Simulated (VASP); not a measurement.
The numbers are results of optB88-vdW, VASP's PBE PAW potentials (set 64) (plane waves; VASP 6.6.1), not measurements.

The input files of a VASP run:

### KPOINTS
```
Regular mesh
0
G
7 7 7
```

### INCAR
```
# general
SYSTEM   = CaF2
PREC     = Accurate
ENCUT    = 520
LREAL    = .FALSE.   # projection in real space or not
LASPH    = .TRUE.

# electronic loop
EDIFF    = 1E-7
NELM     = 100   # most electronic steps
ALGO     = Normal

# smearing
ISMEAR   = 0   # Gaussian
SIGMA    = 0.05

# functional
GGA      = BO
LUSE_VDW = .TRUE.
AGGAC    = 0.0
PARAM1   = 0.1833333333
PARAM2   = 0.22

# ions
ISIF     = 2   # forces and stress, cell fixed

# output
LWAVE    = .FALSE.
LCHARG   = .FALSE.
```

### POSCAR
```
CaF2
2.7863840
  0.0000000000   1.0000000317   1.0000000317
  1.0000000317   0.0000000000   1.0000000317
  1.0000000317   1.0000000317   0.0000000000
Ca F
1 2
Cartesian
  0.0000000000   0.0000000000   0.0000000000
  0.5000000158   0.5000000158   0.5000000158
  1.5000000475   1.5000000475   1.5000000475
```

POTCAR, in this order: Ca_sv F (PBE.64 set). Program: vasp_std.

Question: What will the output report for the number of irreducible k-points (NKPTS), largest plane-wave count, number of space-group operations, FFT grid (NGX, NGY, NGZ)?

Answer: 
```yaml
number of irreducible k-points (NKPTS): 20
largest_plane_wave_count: 1211
number_of_space_group_operations: 48
FFT grid (NGX, NGY, NGZ): 30 × 30 × 30
```

The compound is CaF2 in the fluorite structure. This cell is one point of a volume scan, at 1.06 of the reference volume.
